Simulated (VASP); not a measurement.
Consider the following.

```
Bi
1.0
    4.16582    -2.27500     0.00000
    4.16582     2.27500     0.00000
    2.92342     0.00000     3.73943
Bi
2
Cartesian
  2.63368   0.00000   0.87503
  8.62137   0.00000   2.86440
```

Calculation: PW91 GGA, VASP's PBE PAW potentials (set 64) (plane waves; VASP 6.6.1). Numerical set-up: 520 eV cut-off, 9×9×9 Γ-centred mesh, first-order Methfessel-Paxton smearing of 0.10 eV, potentials Bi_d.

Energy and stress use the plane-wave basis of the starting cell.

Problem. The ions, cell shape and volume are relaxed. Predict the relaxed structure.

Solution. 
```
Bi
1.0
    4.23024    -2.29484     0.00933
    4.23024     2.29484     0.00933
    2.97700     0.00000     3.78137
Bi
2
Direct
  0.23428   0.23428   0.23428
  0.76572   0.76572   0.76572
```
Space group R-3m (166), at a tolerance of 0.03 Å.

Problem. How do energy and volume change from the first to the last step?

Solution. The energy (σ→0) changes by -6.4 meV/atom and the volume by +3.4 %, in 7 ionic steps.

```tsv
step	E(σ→0) (eV)	max force (eV/Å)	pressure (GPa)	volume (Å³)
1	-7.8421	0.183	1.66	70.88
2	-7.8501	0.110	-0.89	74.70
3	-7.8547	0.003	0.04	73.21
4	-7.8547	0.010	-0.02	73.27
5	-7.8548	0.009	-0.01	73.29
6	-7.8549	0.017	-0.02	73.35
7	-7.8549	0.003	0.04	73.29
```

The compound is Bi in the a7 structure. This run relaxes it. Symmetry was kept, so distortions that lower it aren't found.
